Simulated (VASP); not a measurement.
VASP input:

### KPOINTS
```
kpoints
0
gamma
 17 17 9
```

POSCAR:
```
Co
1
    1.2106908249    -2.0969782422     0.0000000000
    1.2106908249     2.0969782422     0.0000000000
    0.0000000000     0.0000000000     3.9043931163
Co
2
Direct
  0.3333330000   0.6666670000   0.2500000000
  0.6666670000   0.3333330000   0.7500000000
```

**INCAR**
```
SYSTEM = Co
PREC = Accurate
ENCUT = 520
EDIFF = 1E-7
NELM = 100
ALGO = Normal
LREAL = .FALSE.
LASPH = .TRUE.
ISMEAR = 1
SIGMA = 0.1
GGA = MK
PARAM1 = 0.1234
PARAM2 = 1.0
LUSE_VDW = .TRUE.
AGGAC = 0.0
LMAXMIX = 4
ISPIN = 2
MAGMOM = 1.6 1.6
LORBIT = 10
LWAVE = .FALSE.
LCHARG = .FALSE.
ISIF = 4
IBRION = 2
NSW = 30
EDIFFG = -0.01
```

POTCAR, in this order: Co (PBE.64 set). Program: vasp_std.

Question: Write an equivalent input for Quantum ESPRESSO's pw.x.

Answer: One equivalent input (not run):
```
&CONTROL
  calculation = 'vc-relax'
  pseudo_dir = './pseudo'
  outdir = './out'
  tprnfor = .true.
  tstress = .true.
  nstep = 30
  forc_conv_thr = 0.00039
/
&SYSTEM
  ibrav = 0
  nat = 2
  ntyp = 1
  ecutwfc = 96
  occupations = 'smearing'
  smearing = 'methfessel-paxton'
  degauss = 0.00735
  input_dft = 'vdw-df-ob86'
  nspin = 2
  starting_magnetization(1) = 0.16
/
&ELECTRONS
  conv_thr = 7.3e-09
  electron_maxstep = 100
/
&IONS
/
&CELL
  cell_dofree = 'shape'
/
ATOMIC_SPECIES
  Co 58.933 Co.upf
CELL_PARAMETERS angstrom
     1.2106908   -2.0969782    0.0000000
     1.2106908    2.0969782    0.0000000
     0.0000000    0.0000000    3.9043931
ATOMIC_POSITIONS crystal
  Co   0.3333330  0.6666670  0.2500000
  Co   0.6666670  0.3333330  0.7500000
K_POINTS automatic
  17 17 9 0 0 0
```
The two are equivalent in intent, not identical: the potentials are each code's own (VASP's PAW set, PseudoDojo norm-conserving files in pw.x), so ENCUT and ecutwfc are chosen apart and not converted; conv_thr bounds pw.x's estimated SCF error, while EDIFF bounds the energy change between steps; starting_magnetization is a fraction of the valence charge and MAGMOM a moment in μB, so they match only roughly; forc_conv_thr acts on force components and is met together with etot_conv_thr.

The compound is Co in the hcp structure. This cell is one point of a volume scan, at 0.94 of the reference volume. Symmetry was kept, so distortions that lower it aren't found.
